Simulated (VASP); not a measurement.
## W16O: single point with PBE+D3(BJ)

W16O, a slab with vacuum:

```xyz
17
Lattice="6.3200 0.0000 0.0000 3.1600 4.4689 0.0000 0.0000 0.0000 23.2034" Properties=species:S:1:pos:R:3 pbc="T T T"
W     6.3200    2.2345    2.4990
W     3.1600    2.2345    2.4990
W     4.7400    0.0000    2.4990
W     1.5800    0.0000    2.4990
W     0.0000    0.0000    4.7335
W     3.1600    0.0000    4.7335
W     1.5800    2.2345    4.7335
W     4.7400    2.2345    4.7335
W     6.3266    2.2295    6.9935
W     3.1534    2.2304    6.9935
W     7.9013    4.4537    6.9448
W     4.7403    4.4631    6.9819
W     3.1540    4.4488    9.2233
W     6.3279    4.4506    9.2187
W     7.8984    2.2912    9.1746
W     4.7428    2.1116    9.0934
O     1.5825    0.5309   10.3835
```

The cell was built by a generator and needn't be a form met in nature.

```yaml
Program: VASP 6.6.1
Task: single point
Functional: PBE
Dispersion: D3(BJ)
Potentials_or_basis: VASP PAW PBE potentials, release 64 (W_sv, O)
Cutoff: 400 eV
k_mesh: 5 × 6 × 1
Occupations: methfessel-paxton, width 0.1 eV
Spin: no spin polarisation
Further_INCAR_settings: LREAL = Auto; ALGO = Fast; EDIFF = 1e-07; ISYM = 0
```

The largest force is 0.614 eV/Å and the band gap on the k mesh is none (metal or under the smearing width). The dispersion energy per atom is -0.479 eV.

Forces in eV/Å, atoms in the order of the input:
```
W    0.036  0.019  0.492
W   -0.023 -0.012  0.439
W    0.004  0.038  0.605
W   -0.001 -0.044  0.448
W   -0.052  0.004 -0.439
W    0.052  0.067 -0.455
W    0.019 -0.180 -0.577
W   -0.025  0.107 -0.604
W    0.008  0.008 -0.008
W   -0.006 -0.004  0.002
W   -0.012 -0.003 -0.024
W    0.013  0.001 -0.022
W   -0.077 -0.034 -0.006
W    0.075 -0.040 -0.046
W   -0.007  0.065  0.000
W   -0.007  0.013  0.053
O    0.003 -0.003  0.142
```

Levels at points of the mesh, in eV from the Fermi level:
```
           k point  band 111  band 112  band 113  band 114  band 115  band 116  band 117  band 118  band 119  band 120
(0.00, 0.00, 0.00)      0.39      0.63      0.64      0.74      0.78      0.80      0.85      1.11      1.31      1.58
(0.00, 0.50, 0.00)     -0.87     -0.81     -0.81     -0.68     -0.59     -0.51     -0.42     -0.34     -0.23     -0.01
```

Wall time 15 min on 4 MPI ranks on Intel(R) Xeon(R) Platinum 8375C CPU @ 2.90GHz (Ice Lake) (shared host), peak memory 0.35 GiB a rank.

 Spin-orbit coupling is left out, which matters for the levels of W.
